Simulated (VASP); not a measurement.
Output of a VASP run:

**OUTCAR**
```
 ion  position               nearest neighbor table
   1  0.000  0.000  0.000-   3 2.82   4 2.82   5 2.82   3 2.82   4 2.82   4 2.82   5 2.82   4 2.82
                             3 2.82   5 2.82   3 2.82   5 2.82   2 3.46   2 3.46   2 3.46   2 3.46
   2  0.500  0.500  0.500-   3 2.00   4 2.00   5 2.00   5 2.00   3 2.00   4 2.00   1 3.46   1 3.46
                             1 3.46   1 3.46   1 3.46   1 3.46   1 3.46   1 3.46
   3  0.500  0.000  0.500-   2 2.00   2 2.00   1 2.82   1 2.82   1 2.82   1 2.82
   4  0.000  0.500  0.500-   2 2.00   2 2.00   1 2.82   1 2.82   1 2.82   1 2.82
   5  0.500  0.500  0.000-   2 2.00   2 2.00   1 2.82   1 2.82   1 2.82   1 2.82
  LATTYP: Found a simple cubic cell.
 ALAT       =     3.9900000000
 Subroutine PRICEL returns:
 Original cell was already a primitive cell.
 Subroutine GETGRP returns: Found 48 space group operations
The static configuration has the point symmetry O_h .
The dynamic configuration has the point symmetry O_h .
 Subroutine INISYM returns: Found 48 space group operations
 Subroutine IBZKPT returns following result:
 Found     10 irreducible k-points:

 Following reciprocal coordinates:
            Coordinates               Weight
  0.000000  0.000000  0.000000      1.000000
  0.200000  0.000000  0.000000      6.000000
  0.400000  0.000000  0.000000      6.000000
  0.200000  0.200000  0.000000     12.000000
  0.400000  0.200000  0.000000     24.000000
  0.400000  0.400000  0.000000     12.000000
  0.200000  0.200000  0.200000      8.000000
  0.400000  0.200000  0.200000     24.000000
  0.400000  0.400000  0.200000     24.000000
  0.400000  0.400000  0.400000      8.000000
   k-points           NKPTS =     10   k-points in BZ     NKDIM =     10   number of bands    NBANDS=     23
   number of dos      NEDOS =    301   number of ions     NIONS =      5
   total plane-waves  NPLWV =  27000
   dimension x,y,z NGX =    30 NGY =   30 NGZ =   30
   dimension x,y,z NGXF=    60 NGYF=   60 NGZF=   60
   ions per type =               1   1   3
   PREC   = accura    normal or accurate (medium, high low for compatibility)
   ISTART =      0    job   : 0-new  1-cont  2-samecut
   ICHARG =      2    charge: 1-file 2-atom 10-const
   ISPIN  =      1    spin polarized calculation?
   LNONCOLLINEAR =      F non collinear calculations
   LSORBIT =      F    spin-orbit coupling
   INIWAV =      1    electr: 0-lowe 1-rand  2-diag
   ENCUT  =  520.0 eV  38.22 Ry    6.18 a.u.   7.42  7.42  7.42*2*pi/ulx,y,z
   NELM   =    100;   NELMIN=  2; NELMDL= -5     # of ELM steps
   EDIFF  = 0.1E-05   stopping-criterion for ELM
   LREAL  =      F    real-space projection
   NLSPLINE    = F    spline interpolate recip. space projectors
   LMAXMIX     =    6 max onsite mixed and CHGCAR
   VOSKOWN=      0    Vosko Wilk Nusair interpolation
   EDIFFG = -.2E-01   stopping-criterion for IOM
   NSW    =     60    number of steps for IOM
   NBLOCK =      1;   KBLOCK =     60    inner block; outer block
   IBRION =      2    ionic relax: 0-MD 1-quasi-New 2-CG
   NFREE  =      1    steps in history (QN), initial steepest desc. (CG)
   ISIF   =      3    stress and relaxation
   ISYM   =      2    0-nonsym 1-usesym 2-fastsym
   TEIN   =    0.0    initial temperature
   TEBEG  =    0.0;   TEEND  =   0.0 temperature during run
   SMASS  =  -3.00    Nose mass-parameter (am)
   PSTRESS=    0.0 pullay stress
   NELECT =      38.0000    total number of electrons
   EFERMI =   0.00;   METHOD = LEGACY
   ISMEAR =     0;   SIGMA  =   0.05  broadening in eV -4-tet -1-fermi 0-gaus
   IALGO  =     38    algorithm
   LDIAG  =      T    sub-space diagonalisation (order eigenvalues)
   IMIX   =      4    mixing-type and parameters
     AMIX     =   0.40;   BMIX     =  1.00
     AMIX_MAG =   1.60;   BMIX_MAG =  1.00
     AMIN     =   0.10
   GGA     = CX    functional components
   VOSKOWN =     0    Vosko Wilk Nusair interpolation
   LHFCALC =     F    Hartree Fock is set to
   LHFONE  =     F    Hartree Fock one center treatment
   AEXX    =    0.0000 exact exchange contribution
   LUSE_VDW   =     T    switch on vdW DFT
   IVDW    =     0    specifies the selected vdW correction
   LEPSILON=     F    determine dielectric tensor
   LRPA    =     F    only Hartree local field effects (RPA)
...
```

OSZICAR:
```
       N       E                     dE             d eps       ncg     rms          rms(c)
DAV:   1     0.336233909404E+03    0.33623E+03   -0.21767E+04   460   0.169E+03
DAV:   2    -0.238224463991E+02   -0.36006E+03   -0.35396E+03   588   0.448E+02
DAV:   3    -0.398774586677E+02   -0.16055E+02   -0.16024E+02   572   0.944E+01
DAV:   4    -0.402908815519E+02   -0.41342E+00   -0.41325E+00   825   0.127E+01
DAV:   5    -0.402923967403E+02   -0.15152E-02   -0.15152E-02   579   0.748E-01    0.357E+01
DAV:   6    -0.323261840545E+02    0.79662E+01   -0.41026E+01   570   0.452E+01    0.145E+01
DAV:   7    -0.321810140112E+02    0.14517E+00   -0.21777E+00   616   0.997E+00    0.915E+00
DAV:   8    -0.321324856025E+02    0.48528E-01   -0.38142E-01   589   0.528E+00    0.130E+00
DAV:   9    -0.321254792237E+02    0.70064E-02   -0.29369E-02   612   0.123E+00    0.242E-01
DAV:  10    -0.321251335704E+02    0.34565E-03   -0.75927E-03   656   0.660E-01    0.560E-02
DAV:  11    -0.321252110744E+02   -0.77504E-04   -0.36335E-04   633   0.159E-01    0.452E-02
DAV:  12    -0.321252507302E+02   -0.39656E-04   -0.65690E-05   653   0.617E-02    0.935E-03
DAV:  13    -0.321252505108E+02    0.21938E-06   -0.67044E-06   618   0.163E-02
   1 F= -.32125251E+02 E0= -.32125251E+02  d E =-.321253E+02
       N       E                     dE             d eps       ncg     rms          rms(c)
DAV:   1    -0.321706196432E+02   -0.45369E-01   -0.13699E+00   516   0.113E+01    0.200E+00
DAV:   2    -0.321322058995E+02    0.38414E-01   -0.13531E-01   523   0.271E+00    0.941E-01
DAV:   3    -0.321247392485E+02    0.74667E-02   -0.13248E-02   606   0.112E+00    0.344E-01
DAV:   4    -0.321239235991E+02    0.81565E-03   -0.48650E-03   660   0.468E-01    0.192E-01
DAV:   5    -0.321239950559E+02   -0.71457E-04   -0.34752E-04   755   0.109E-01    0.468E-02
DAV:   6    -0.321240003923E+02   -0.53364E-05   -0.83695E-05   667   0.604E-02    0.151E-02
DAV:   7    -0.321239993793E+02    0.10130E-05   -0.57333E-06   657   0.147E-02    0.393E-03
DAV:   8    -0.321239987954E+02    0.58383E-06   -0.33985E-07   384   0.439E-03
   2 F= -.32123999E+02 E0= -.32123999E+02  d E =0.125172E-02
       N       E                     dE             d eps       ncg     rms          rms(c)
DAV:   1    -0.321421457544E+02   -0.18146E-01   -0.44870E-01   495   0.644E+00    0.114E+00
DAV:   2    -0.321295000497E+02    0.12646E-01   -0.44012E-02   523   0.156E+00    0.535E-01
DAV:   3    -0.321270593473E+02    0.24407E-02   -0.43913E-03   600   0.645E-01    0.180E-01
DAV:   4    -0.321268328325E+02    0.22651E-03   -0.15101E-03   653   0.262E-01    0.101E-01
DAV:   5    -0.321268724477E+02   -0.39615E-04   -0.12378E-04   780   0.660E-02    0.222E-02
DAV:   6    -0.321268781523E+02   -0.57046E-05   -0.26032E-05   652   0.346E-02    0.930E-03
DAV:   7    -0.321268797314E+02   -0.15791E-05   -0.18882E-06   487   0.872E-03    0.185E-03
DAV:   8    -0.321268799838E+02   -0.25232E-06   -0.14401E-07   335   0.304E-03
   3 F= -.32126880E+02 E0= -.32126880E+02  d E =-.162947E-02
```

File OUTCAR:
```
------------------------ aborting loop because EDIFF is reached ----------------------------------------
  FORCE on cell =-STRESS in cart. coord.  units (eV):
  Direction    XX          YY          ZZ          XY          YZ          ZX
  --------------------------------------------------------------------------------------
  Total       -0.0005960     -0.0005960     -0.0005960     -0.0000000     -0.0000000      0.0000000
  in kB       -0.0149378     -0.0149378     -0.0149378     -0.0000000     -0.0000000      0.0000000
  external PRESSURE =      -0.0149378 kB  Pullay stress =       0.0000000 kB
  volume of cell :       63.93
      direct lattice vectors                 reciprocal lattice vectors
     3.998471257  0.000000000  0.000000000     0.250095583  0.000000000 -0.000000000
    -0.000000000  3.998471257  0.000000000    -0.000000000  0.250095583  0.000000000
     0.000000000 -0.000000000  3.998471257    -0.000000000 -0.000000000  0.250095583
 POSITION                                       TOTAL-FORCE (eV/Angst)
 -----------------------------------------------------------------------------------
      0.00000      0.00000      0.00000         0.000000      0.000000      0.000000
      1.99924      1.99924      1.99924        -0.000000     -0.000000      0.000000
      1.99924      0.00000      1.99924         0.000000     -0.000000      0.000000
      0.00000      1.99924      1.99924        -0.000000     -0.000000      0.000000
      1.99924      1.99924      0.00000         0.000000      0.000000      0.000000
 -----------------------------------------------------------------------------------
    total drift:                                0.000000      0.000000     -0.000000
  FREE ENERGIE OF THE ION-ELECTRON SYSTEM (eV)
  ---------------------------------------------------
  free  energy   TOTEN  =       -32.1268799838 eV

  energy  without entropy=      -32.1268799838  energy(sigma->0) =      -32.12687998

 reached required accuracy - stopping structural energy minimisation
```
(Selected blocks of OUTCAR.)

POSCAR:
```
KTaO3
1
    3.9900000000     0.0000000000     0.0000000000
    0.0000000000     3.9900000000     0.0000000000
    0.0000000000     0.0000000000     3.9900000000
K Ta O
1 1 3
Direct
  0.0000000000   0.0000000000   0.0000000000
  0.5000000000   0.5000000000   0.5000000000
  0.5000000000   0.0000000000   0.5000000000
  0.0000000000   0.5000000000   0.5000000000
  0.5000000000   0.5000000000   0.0000000000
```

Q: Reconstruct the remaining input files.

A: One answer among several that fit: the input of the run itself, vdW-DF-cx, plane waves, VASP's PBE PAW potentials (set 64).

File KPOINTS:
```
kpoints
0
gamma
  5 5 5
0 0 0
```

**INCAR**
```
SYSTEM = KTaO3
PREC = Accurate
ENCUT = 520
EDIFF = 1E-6
NELM = 100
ALGO = Normal
LREAL = .FALSE.
LASPH = .TRUE.
ISMEAR = 0
SIGMA = 0.05
GGA = CX
LUSE_VDW = .TRUE.
AGGAC = 0.0
LMAXMIX = 6
LWAVE = .FALSE.
LCHARG = .FALSE.
IBRION = 2
ISIF = 3
NSW = 60
EDIFFG = -0.02
```

POTCAR, in this order: K_sv Ta_pv O (PBE.64 set). Program: vasp_std.

The compound is KTaO3 in the cubic perovskite structure. This run relaxes it. Symmetry was kept, so distortions that lower it aren't found.
